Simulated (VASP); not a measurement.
The system is InAs.

```xyz
2
Lattice="0.0000 3.0180 3.0180 3.0180 0.0000 3.0180 3.0180 3.0180 0.0000" Properties=species:S:1:pos:R:3 pbc="T T T"
In    0.0000    0.0000    0.0000
As    1.5090    1.5090    1.5090
```

* Program: VASP 6.6.1
* Task: relaxation of cell and atoms
* Functional: PBE
* Potentials or basis: VASP PAW PBE potentials, release 64 (In_d, As)
* Cutoff: 520 eV
* k mesh: 10 × 10 × 10
* Occupations: gaussian, width 0.02 eV
* Spin: no spin polarisation

At the start: pressure 4.3 GPa; volume 27.49 Å³/atom.

**Question.** Where does the relaxation end?

**Answer.** Over 3 steps the energy falls by 27.0 meV/atom and the volume is 29.62 Å³/atom (+7.8 %); space group F-43m (No. 216, to 0.05 Å).

The path:
```csv
step,energy change (eV),largest force (eV/Å),pressure (GPa),volume (Å³)
1,0.0000,0.0000,4.35,54.98
2,-0.0454,0.0000,-1.40,61.13
3,-0.0539,0.0000,0.01,59.24
```

Final structure:
```cif
data_structure
_symmetry_space_group_name_H-M 'P 1'
_symmetry_Int_Tables_number 1
_cell_length_a 4.3757
_cell_length_b 4.3757
_cell_length_c 4.3757
_cell_angle_alpha 60.000
_cell_angle_beta 60.000
_cell_angle_gamma 60.000
_cell_volume 59.24
loop_
_atom_site_label
_atom_site_type_symbol
_atom_site_fract_x
_atom_site_fract_y
_atom_site_fract_z
_atom_site_occupancy
In1 In 0.00000 0.00000 0.00000 1
As1 As 0.25000 0.25000 0.25000 1
```
